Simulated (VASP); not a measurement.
All values below come from PBE GGA, VASP's PBE PAW potentials (set 64) (plane waves; VASP 6.6.1).

A VASP calculation is set up with these files.

**POSCAR**
```
CdF2
1.0
  0.0000000000   2.7007304137   2.7007304137
  2.7007304137   0.0000000000   2.7007304137
  2.7007304137   2.7007304137   0.0000000000
Cd F
1 2
Direct
  0.0000000000   0.0000000000   0.0000000000
  0.2500000000   0.2500000000   0.2500000000
  0.7500000000   0.7500000000   0.7500000000
```

**INCAR**
```
ALGO = Normal
EDIFF = 1E-6
EDIFFG = -0.02
ENCUT = 620
GGA = PE
IBRION = 2
ISIF = 3
ISMEAR = 0
LASPH = .True.
LCHARG = .False.
LMAXMIX = 4
LREAL = .False.
LWAVE = .False.
NELM = 100
NSW = 40
PREC = Accurate
PSTRESS = 100
SIGMA = 0.05
SYSTEM = CdF2
```

**KPOINTS**
```
Automatic
0
gamma
 7 7 7
```

POTCAR, in this order: Cd F (PBE.64 set). Program: vasp_std.

Output

**OSZICAR**
```
       N       E                     dE             d eps       ncg     rms          rms(c)
DAV:   1     0.224876520957E+03    0.22488E+03   -0.17545E+04   680   0.178E+03
DAV:   2    -0.323568608971E+01   -0.22811E+03   -0.22056E+03   796   0.410E+02
DAV:   3    -0.125425854190E+02   -0.93069E+01   -0.92915E+01   750   0.935E+01
DAV:   4    -0.125886097240E+02   -0.46024E-01   -0.46019E-01   780   0.649E+00
DAV:   5    -0.125887890792E+02   -0.17936E-03   -0.17935E-03   748   0.349E-01    0.104E+01
DAV:   6    -0.108501101544E+02    0.17387E+01   -0.52249E+00   885   0.441E+01    0.754E+00
DAV:   7    -0.108903311070E+02   -0.40221E-01   -0.86496E-01   683   0.100E+01    0.438E+00
DAV:   8    -0.108834920347E+02    0.68391E-02   -0.15963E-01   740   0.418E+00    0.721E-01
DAV:   9    -0.108743670025E+02    0.91250E-02   -0.42306E-02   871   0.262E+00    0.924E-02
DAV:  10    -0.108749359274E+02   -0.56892E-03   -0.29936E-03   702   0.697E-01    0.114E-01
DAV:  11    -0.108750166960E+02   -0.80769E-04   -0.13841E-04   737   0.153E-01    0.398E-02
DAV:  12    -0.108750459219E+02   -0.29226E-04   -0.57425E-05   700   0.714E-02    0.177E-02
DAV:  13    -0.108750478555E+02   -0.19336E-05   -0.52488E-06   753   0.206E-02    0.468E-03
DAV:  14    -0.108750477587E+02    0.96827E-07   -0.91053E-07   518   0.148E-02
   1 F= -.84160218E+01 E0= -.84160218E+01  d E =-.841602E+01
       N       E                     dE             d eps       ncg     rms          rms(c)
DAV:   1    -0.117228096806E+02   -0.84776E+00   -0.20723E+01   684   0.555E+01    0.751E+00
DAV:   2    -0.108215370178E+02    0.90127E+00   -0.32052E+00   688   0.176E+01    0.170E+00
DAV:   3    -0.107594010735E+02    0.62136E-01   -0.15126E-01   680   0.883E+00    0.152E+00
DAV:   4    -0.107515446240E+02    0.78564E-02   -0.28295E-02   745   0.223E+00    0.105E+00
DAV:   5    -0.107501469193E+02    0.13977E-02   -0.74518E-03   708   0.131E+00    0.206E-01
DAV:   6    -0.107497733881E+02    0.37353E-03   -0.16851E-03   846   0.914E-01    0.289E-02
DAV:   7    -0.107498046795E+02   -0.31291E-04   -0.17125E-04   711   0.133E-01    0.246E-02
DAV:   8    -0.107498048117E+02   -0.13218E-06   -0.22427E-05   741   0.916E-02    0.259E-03
DAV:   9    -0.107498047371E+02    0.74640E-07   -0.93403E-07   397   0.124E-02
   2 F= -.84322745E+01 E0= -.84322745E+01  d E =-.162528E-01
       N       E                     dE             d eps       ncg     rms          rms(c)
DAV:   1    -0.109250729288E+02   -0.17527E+00   -0.25703E+00   685   0.201E+01    0.267E+00
DAV:   2    -0.108159190822E+02    0.10915E+00   -0.38522E-01   685   0.619E+00    0.653E-01
DAV:   3    -0.108078083387E+02    0.81107E-02   -0.19101E-02   680   0.275E+00    0.671E-01
DAV:   4    -0.108066881737E+02    0.11202E-02   -0.28175E-03   717   0.717E-01    0.446E-01
DAV:   5    -0.108064174380E+02    0.27074E-03   -0.62905E-04   708   0.325E-01    0.439E-02
DAV:   6    -0.108063908335E+02    0.26604E-04   -0.99539E-05   805   0.217E-01    0.106E-02
DAV:   7    -0.108063923392E+02   -0.15057E-05   -0.15553E-05   729   0.480E-02    0.554E-03
DAV:   8    -0.108063918576E+02    0.48160E-06   -0.23771E-06   702   0.260E-02
   3 F= -.84397625E+01 E0= -.84397625E+01  d E =-.237407E-01
```

**OUTCAR**
```
------------------------ aborting loop because EDIFF is reached ----------------------------------------
  FORCE on cell =-STRESS in cart. coord.  units (eV):
  Direction    XX          YY          ZZ          XY          YZ          ZX
  --------------------------------------------------------------------------------------
  Total        2.3668666      2.3668666      2.3668666      0.0000000      0.0000000      0.0000000
  in kB      100.0100220    100.0100220    100.0100220      0.0000000      0.0000000      0.0000000
  external PRESSURE =       0.0100220 kB  Pullay stress =     100.0000000 kB
  volume of cell :       37.92
      direct lattice vectors                 reciprocal lattice vectors
     0.000000000  2.666471506  2.666471506    -0.187513723  0.187513723  0.187513723
     2.666471506  0.000000000  2.666471506     0.187513723 -0.187513723  0.187513723
     2.666471506  2.666471506 -0.000000000     0.187513723  0.187513723 -0.187513723
 POSITION                                       TOTAL-FORCE (eV/Angst)
 -----------------------------------------------------------------------------------
      0.00000      0.00000      0.00000        -0.000000      0.000000      0.000000
      1.33324      1.33324      1.33324        -0.000000     -0.000000     -0.000000
      3.99971      3.99971      3.99971         0.000000      0.000000      0.000000
 -----------------------------------------------------------------------------------
    total drift:                                0.000000     -0.000000      0.000000
  FREE ENERGIE OF THE ION-ELECTRON SYSTEM (eV)
  ---------------------------------------------------
  free  energy   TOTEN  =       -10.8063918576 eV

  energy  without entropy=      -10.8063918576  energy(sigma->0) =      -10.80639186
  enthalpy is  TOTEN    =        -8.4397624602 eV   P V=        2.3666293974

 reached required accuracy - stopping structural energy minimisation
```
(Selected blocks of OUTCAR.)

**CONTCAR**
```
CdF2
   1.00000000000000
     0.0000000000000000    2.6664715062519782    2.6664715062519782
     2.6664715062519782    0.0000000000000000    2.6664715062519782
     2.6664715062519782    2.6664715062519782   -0.0000000000000000
  Cd              F
     1     2
Direct
     0.0000000000000000    0.0000000000000000    0.0000000000000000
     0.2500000000000000    0.2500000000000000    0.2500000000000000
     0.7500000000000000    0.7500000000000000    0.7500000000000000
```

File OUTCAR:
```
 val. band max:       -1.1359402185   @ k =  -0.2857   0.4286   0.1429

 cond. band min:       2.1041551312   @ k =   0.0000   0.0000   0.0000


 Fermi energy:        -0.8277390032

 k-point     1 :       0.0000    0.0000    0.0000
  band No.  band energies     occupation
      1     -22.0590      2.00000
      2     -20.8645      2.00000
      3      -6.7950      2.00000
      4      -6.7950      2.00000
      5      -6.7950      2.00000
      6      -5.4468      2.00000
      7      -5.4468      2.00000
      8      -2.1291      2.00000
      9      -2.1290      2.00000
     10      -2.1290      2.00000
     11      -1.5340      2.00000
     12      -1.5340      2.00000
     13      -1.5340      2.00000
     14       2.1042      0.00000
     15      11.7765      0.00000
     16      11.7765      0.00000
     17      11.7765      0.00000

 k-point     2 :       0.1429    0.0000    0.0000
  band No.  band energies     occupation
      1     -21.9895      2.00000
      2     -20.9273      2.00000
      3      -6.7132      2.00000
      4      -6.7132      2.00000
      5      -6.5630      2.00000
      6      -5.4729      2.00000
      7      -5.4729      2.00000
      8      -2.7170      2.00000
      9      -2.2596      2.00000
     10      -2.2596      2.00000
     11      -1.7141      2.00000
     12      -1.5302      2.00000
     13      -1.5302      2.00000
     14       2.8574      0.00000
     15      10.8928      0.00000
     16      12.0903      0.00000
     17      12.0903      0.00000

 k-point     3 :       0.2857    0.0000    0.0000
  band No.  band energies     occupation
      1     -21.8063      2.00000
      2     -21.0916      2.00000
      3      -6.5405      2.00000
      4      -6.5405      2.00000
      5      -5.9580      2.00000
      6      -5.4794      2.00000
      7      -5.4794      2.00000
      8      -3.5526      2.00000
      9      -2.6192      2.00000
     10      -2.6192      2.00000
     11      -2.4279      2.00000
...
```

Energy and stress use the plane-wave basis of the starting cell.

The compound is CdF2 in the fluorite structure. This run relaxes it under an external pressure of 10 GPa. Symmetry was kept, so distortions that lower it aren't found.
